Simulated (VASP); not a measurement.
LiBr (rock salt): the lattice constant a from VASP (plane waves, PAW) at several levels of theory. Static lattice.

| level | lattice constant a (Å) |
|---|---|
| LDA | 5.313 |
| PBE | 5.511 |
| PBEsol | 5.414 |

The cell of the LDA run:

Space group Fm-3m (No. 225); a = 5.313 Å, b = 5.313 Å, c = 5.313 Å, α = 90.00°, β = 90.00°, γ = 90.00°

```csv
atom,site,symmetry,x,y,z
Li,4a,m-3m,0.0000,0.0000,0.0000
Br,4b,m-3m,0.5000,0.5000,0.5000
```
(The calculation used a cell of 2 atoms; values per cell refer to that cell.)

Only levels that ran to the end are used. Left out are those held back, those with too coarse a band path, GW runs whose mesh misses a band edge, hybrids' fits of cells that aren't cubic and levels without matching references; a question may draw on a part of the rest.

The compound is LiBr in the rock salt structure.
